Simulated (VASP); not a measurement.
Computed with LDA (Ceperley-Alder, Perdew-Zunger), VASP's LDA PAW potentials (set 64) (plane waves; VASP 6.6.1).

Input for VASP

### KPOINTS
```
Automatic mesh
0
Gamma
8 8 5
0 0 0
```

### INCAR
```
SYSTEM = GaN
PREC = Accurate; ENCUT = 520; LREAL = F
LASPH = T
EDIFF = 1E-8; NELM = 100; ALGO = Normal
LMAXMIX = 4
ISMEAR = 0; SIGMA = 0.01
IBRION = 8; NSW = 1
LWAVE = F; LCHARG = F
LEPSILON = T
```

### POSCAR
```
GaN
1
    1.5796258099    -2.7359921227     0.0000000000
    1.5796258099     2.7359921227     0.0000000000
    0.0000000000     0.0000000000     5.1435642164
Ga N
2 2
Direct
  0.6666670000   0.3333330000   0.5000507569
  0.3333330000   0.6666670000   0.0000507569
  0.6666670000   0.3333330000   0.8769492431
  0.3333330000   0.6666670000   0.3769492431
```

POTCAR, in this order: Ga_d N (LDA.64 set). Program: vasp_std.

Output

**OUTCAR**
```
 ion  position               nearest neighbor table
   1  0.667  0.333  0.500-   4 1.93   4 1.93   4 1.93   3 1.94
   2  0.333  0.667  0.000-   3 1.93   3 1.93   3 1.93   4 1.94
   3  0.667  0.333  0.877-   2 1.93   2 1.93   2 1.93   1 1.94
   4  0.333  0.667  0.377-   1 1.93   1 1.93   1 1.93   2 1.94
  LATTYP: Found a hexagonal cell.
 ALAT       =     3.1592515878
 C/A-ratio  =     1.6280957922
 Subroutine PRICEL returns:
 Original cell was already a primitive cell.
 Subroutine GETGRP returns: Found 12 space group operations
The static configuration has the point symmetry C_3v.
 The point group associated with its full space group is C_6v.
The dynamic configuration has the point symmetry C_3v.
 Subroutine INISYM returns: Found 12 space group operations
 Subroutine IBZKPT returns following result:
 Found     30 irreducible k-points:

 Following reciprocal coordinates:
            Coordinates               Weight
  0.000000  0.000000  0.000000      1.000000
  0.125000  0.000000  0.000000      6.000000
  0.250000  0.000000  0.000000      6.000000
  0.375000  0.000000  0.000000      6.000000
  0.500000  0.000000  0.000000      3.000000
...
```

### OUTCAR
```


 HEAD OF MICROSCOPIC STATIC DIELECTRIC TENSOR (INDEPENDENT PARTICLE, excluding Hartree and local field effects)
 ------------------------------------------------------
           5.920572     0.000000    -0.000000
           0.000000     5.920572     0.000000
           0.000000     0.000000     6.044488
 ------------------------------------------------------

 MACROSCOPIC STATIC DIELECTRIC TENSOR (including local field effects in DFT)
 ------------------------------------------------------
           5.690797    -0.000000     0.000000
          -0.000000     5.690797     0.000000
           0.000000     0.000000     5.830785
 ------------------------------------------------------

 PIEZOELECTRIC TENSOR (including local field effects)  for field in x, y, z        (e  Angst)
          XX          YY          ZZ          XY          YZ          ZX
  --------------------------------------------------------------------------------
  x    -0.00000     0.00000     0.00000     0.00000     0.00000     1.53133
  y     0.00000    -0.00000     0.00000     0.00000     1.53132     0.00000
  z     1.38251     1.38251    -2.81419     0.00000     0.00000     0.00000

 PIEZOELECTRIC TENSOR (including local field effects)  for field in x, y, z        (C/m^2)
          XX          YY          ZZ          XY          YZ          ZX
  --------------------------------------------------------------------------------
  x    -0.00000     0.00000     0.00000     0.00000     0.00000     0.55184
  y     0.00000    -0.00000     0.00000     0.00000     0.55184     0.00000
  z     0.49821     0.49821    -1.01415     0.00000     0.00000     0.00000

 BORN EFFECTIVE CHARGES (including local field effects) (in |e|, cummulative output)
 ---------------------------------------------------------------------------------
 ion    1
    1     2.58616    -0.00000    -0.00000
    2     0.00000     2.58616     0.00000
    3     0.00000     0.00000     2.71923
 ion    2
    1     2.58616     0.00000     0.00000
    2     0.00000     2.58616     0.00000
    3     0.00000     0.00000     2.71923
 ion    3
    1    -2.58616     0.00000     0.00000
    2     0.00000    -2.58616     0.00000
    3     0.00000     0.00000    -2.71923
 ion    4
    1    -2.58616     0.00000     0.00000
    2     0.00000    -2.58616     0.00000
    3     0.00000     0.00000    -2.71923

   1 f  =   20.861227 THz   131.074956 2PiTHz  695.855636 cm-1    86.275064 meV

   2 f  =   17.102377 THz   107.457401 2PiTHz  570.473877 cm-1    70.729714 meV

   3 f  =   17.102376 THz   107.457400 2PiTHz  570.473869 cm-1    70.729714 meV

   4 f  =   16.833917 THz   105.770618 2PiTHz  561.519021 cm-1    69.619454 meV

   5 f  =   16.833917 THz   105.770617 2PiTHz  561.519014 cm-1    69.619453 meV

   6 f  =   16.097480 THz   101.143447 2PiTHz  536.954123 cm-1    66.573796 meV

   7 f  =   10.082674 THz    63.351312 2PiTHz  336.321816 cm-1    41.698572 meV

   8 f  =    4.214123 THz    26.478115 2PiTHz  140.568007 cm-1    17.428204 meV

   9 f  =    4.214123 THz    26.478114 2PiTHz  140.568005 cm-1    17.428204 meV

  10 f/i=    0.004446 THz     0.027936 2PiTHz    0.148308 cm-1     0.018388 meV

  11 f/i=    0.008006 THz     0.050305 2PiTHz    0.267063 cm-1     0.033112 meV

  12 f/i=    0.008006 THz     0.050305 2PiTHz    0.267063 cm-1     0.033112 meV

 MACROSCOPIC STATIC DIELECTRIC TENSOR IONIC CONTRIBUTION
 ------------------------------------------------------
           4.023667     0.000000     0.000000
           0.000000     4.023667     0.000000
           0.000000     0.000000     4.866452
 ------------------------------------------------------

 ELASTIC MODULI CONTR FROM IONIC RELAXATION (kBar)
 Direction    XX          YY          ZZ          XY          YZ          ZX
 --------------------------------------------------------------------------------
 XX        -673.4965    297.1878    355.2918     -0.0000     -0.0000      0.0000
 YY         297.1878   -673.4964    355.2918     -0.0000     -0.0000     -0.0000
 ZZ         355.2918    355.2918   -670.8976      0.0000      0.0000      0.0000
 XY          -0.0000     -0.0000      0.0000   -485.3421     -0.0000     -0.0000
 YZ          -0.0000     -0.0000      0.0000     -0.0000   -162.4105     -0.0000
 ZX           0.0000     -0.0000      0.0000     -0.0000     -0.0000   -171.7229
 --------------------------------------------------------------------------------

 PIEZOELECTRIC TENSOR IONIC CONTR  for field in x, y, z        (C/m^2)
          XX          YY          ZZ          XY          YZ          ZX
  --------------------------------------------------------------------------------
  x     0.00000    -0.00000     0.00000     0.00000    -0.00000    -0.78216
  y    -0.00000    -0.00000     0.00000    -0.00000    -0.76066    -0.00000
  z    -0.90040    -0.90040     1.70023    -0.00000    -0.00000    -0.00000
```
(Selected blocks of OUTCAR.)

The dielectric response may not be converged in the k-mesh; for small gaps it tends to come out too large.

The compound is GaN in the wurtzite structure. It was relaxed first.
